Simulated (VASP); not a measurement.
Energy against volume of Dy (hcp). Computed with vdW-DF2, VASP's PBE PAW potentials (set 64) (plane waves; VASP). Run with 520 eV cut-off, 11×11×7 Γ-centred mesh, first-order Methfessel-Paxton smearing of 0.10 eV, potentials Dy_3.

The 4f electrons are frozen in the core of the lanthanide potential, so 4f levels, which can set the real gap, and their magnetism are missing.

Shape and ions are relaxed at each volume.

```tsv
V (Å³/atom)	E (eV/atom)
31.238	-1.38291
32.235	-1.39437
33.232	-1.39724
34.229	-1.39287
```

Q: Fit these four points and predict the energy of the run at 35.226 Å³/atom.

A: A cubic in V^(−2/3), the third-order Birch-Murnaghan form, passes through the four points with V0 = 33.10 Å³/atom and B0 = 39 GPa, and gives -1.3824 eV/atom there. The run gave -1.3821 eV/atom, +0.3 meV/atom from the fit; all five points give B0 = 40 GPa.

The compound is Dy in the hcp structure. It was relaxed first.
